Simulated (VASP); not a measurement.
Ta2SiO3:

```
Ta Si O
1.0
     5.01036    0.00000    0.00000
    -0.12408    5.11665    0.00000
    -0.07920   -0.63352    6.53507
Ta Si O
4 2 6
Direct
  0.95685 0.26434 0.17740
  0.47468 0.71857 0.20926
  0.04315 0.73566 0.82260
  0.52532 0.28143 0.79074
  0.24326 0.47011 0.49152
  0.75674 0.52989 0.50848
  0.68624 0.02324 0.27305
  0.17555 0.93691 0.13396
  0.75521 0.54454 0.01725
  0.31376 0.97676 0.72695
  0.82445 0.06309 0.86604
  0.24479 0.45546 0.98275
```

The cell was built by a generator and needn't be a form met in nature.

* Program: VASP 6.6.1
* Task: relaxation of cell and atoms
* Functional: PBE
* Potentials or basis: VASP PAW PBE potentials, release 64 (Ta_pv, Si, O)
* Cutoff: 520 eV
* k mesh: 6 × 6 × 6
* Occupations: gaussian, width 0.1 eV
* Spin: no spin polarisation

At the start: pressure 1.4 GPa; volume 13.96 Å³/atom.

Q: Where does the relaxation end?

A: Over 40 steps the energy falls by 10.2 meV/atom and the volume is 14.21 Å³/atom (+1.8 %); space group P-1 (No. 2, to 0.05 Å).

Step by step:
```
step  energy change (eV)  largest force (eV/Å)  pressure (GPa)  volume (Å³)
   1              0.0000                0.2467            1.36       167.53
   2             -0.0399                0.2388           -1.88       170.42
   3             -0.0400                0.2339           -1.78       170.31
   4             -0.0656                0.2295           -0.24       169.48
   5             -0.0660                0.2630           -0.01       169.36
   6             -0.0755                0.1611            0.20       169.05
   7             -0.0759                0.2009            0.27       168.97
   8             -0.0853                0.1778            0.19       169.14
   9             -0.0912                0.2164            0.07       169.41
  10             -0.0990                0.1066            0.10       169.65
  11             -0.1011                0.1520            0.15       169.86
  12             -0.1052                0.1127           -0.22       170.22
  13             -0.1063                0.1619           -0.54       170.53
  14             -0.1092                0.0966           -0.21       170.36
  15             -0.1103                0.1171            0.17       170.17
  16             -0.1126                0.1045            0.14       170.21
  17             -0.1152                0.0844            0.08       170.31
  18             -0.1166                0.0581           -0.07       170.45
  19             -0.1170                0.0677           -0.21       170.58
  20             -0.1180                0.0604           -0.04       170.45
  21             -0.1182                0.0784            0.12       170.33
  22             -0.1190                0.0555           -0.05       170.40
  23             -0.1190                0.0677           -0.08       170.42
  24             -0.1199                0.0397           -0.01       170.36
  25             -0.1201                0.0428            0.06       170.32
  26             -0.1205                0.0402           -0.01       170.38
  27             -0.1206                0.0556           -0.04       170.43
  28             -0.1210                0.0352           -0.02       170.43
  29             -0.1212                0.0481            0.02       170.43
  30             -0.1215                0.0251           -0.05       170.47
  31             -0.1215                0.0341           -0.08       170.49
  32             -0.1217                0.0210            0.07       170.40
  33             -0.1217                0.0203            0.08       170.39
  34             -0.1218                0.0146            0.02       170.47
  35             -0.1218                0.0151           -0.02       170.51
  36             -0.1219                0.0143           -0.02       170.52
  37             -0.1219                0.0168           -0.02       170.53
  38             -0.1220                0.0118            0.00       170.50
  39             -0.1220                0.0140            0.01       170.48
  40             -0.1220                0.0096            0.03       170.48
```

Final structure:
```cif
data_structure
_symmetry_space_group_name_H-M 'P 1'
_symmetry_Int_Tables_number 1
_cell_length_a 5.0297
_cell_length_b 5.0445
_cell_length_c 6.7355
_cell_angle_alpha 93.393
_cell_angle_beta 91.451
_cell_angle_gamma 91.457
_cell_volume 170.48
loop_
_atom_site_label
_atom_site_type_symbol
_atom_site_fract_x
_atom_site_fract_y
_atom_site_fract_z
_atom_site_occupancy
Ta1 Ta 0.97354 0.27023 0.18652 1
Ta2 Ta 0.48454 0.71613 0.20570 1
Ta3 Ta 0.02646 0.72977 0.81348 1
Ta4 Ta 0.51546 0.28387 0.79430 1
Si1 Si 0.24567 0.48840 0.49245 1
Si2 Si 0.75433 0.51160 0.50755 1
O1 O 0.71044 0.01415 0.26951 1
O2 O 0.20055 0.96005 0.14156 1
O3 O 0.75382 0.52891 0.01747 1
O4 O 0.28956 0.98585 0.73049 1
O5 O 0.79945 0.03995 0.85844 1
O6 O 0.24618 0.47109 0.98253 1
```
